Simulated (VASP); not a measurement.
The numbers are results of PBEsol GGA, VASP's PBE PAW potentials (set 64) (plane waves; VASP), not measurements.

VASP input:

**KPOINTS**
```
Automatic mesh
0
Gamma
4 4 8
0 0 0
```

INCAR:
```
! general
SYSTEM  = CdHg3Se4
PREC    = Accurate
ENCUT   = 400
LREAL   = .FALSE.
LASPH   = .TRUE.

! electronic loop
EDIFF   = 1E-6
NELM    = 100
ALGO    = Normal
LMAXMIX = 6

! smearing
ISMEAR  = 1
SIGMA   = 0.1

! functional
GGA     = PS

! ions
IBRION  = 2
NSW     = 60
ISIF    = 3
EDIFFG  = -0.02

! output
LWAVE   = .FALSE.
LCHARG  = .FALSE.
```

### POSCAR
```
CdHg3Se4
1.0
  0.0043030563   6.1342340553   6.1262319751
  6.1342340553   0.0043030563   6.1262319751
  3.0692685558   3.0692685558   0.0000000000
Hg Se Cd
3 4 1
Direct
  0.9998636745   0.9998636745   0.0002726511
  0.9998196827   0.5000841189   0.0000961984
  0.5000841189   0.9998196827   0.0000961984
  0.1249909723   0.1249909723   0.2500180554
  0.1269044764   0.6245220552   0.2485734684
  0.6245220552   0.1269044764   0.2485734684
  0.6236058512   0.6236058512   0.2527882977
  0.5002091689   0.5002091689   0.9995816622
```

POTCAR, in this order: Hg Se Cd (PBE.64 set). Program: vasp_std.

**Question.** What will the output report for the number of irreducible k-points (NKPTS), number of bands (NBANDS), largest plane-wave count, number of space-group operations, FFT grid (NGX, NGY, NGZ)?

**Answer.** 
The number of irreducible k-points (NKPTS) is 33, the number of bands (NBANDS) comes out as 43 and the largest plane-wave count is 4218. The number of space-group operations is 4 and the FFT grid (NGX, NGY, NGZ) comes out as 60 × 60 × 28.

The structure was generated: CdHg3Se4 was put into an ordered model structure (Amm2), which need not be its known phase. This run relaxes it. Symmetry was kept, so distortions that lower it aren't found. The start is the result of an earlier pass.
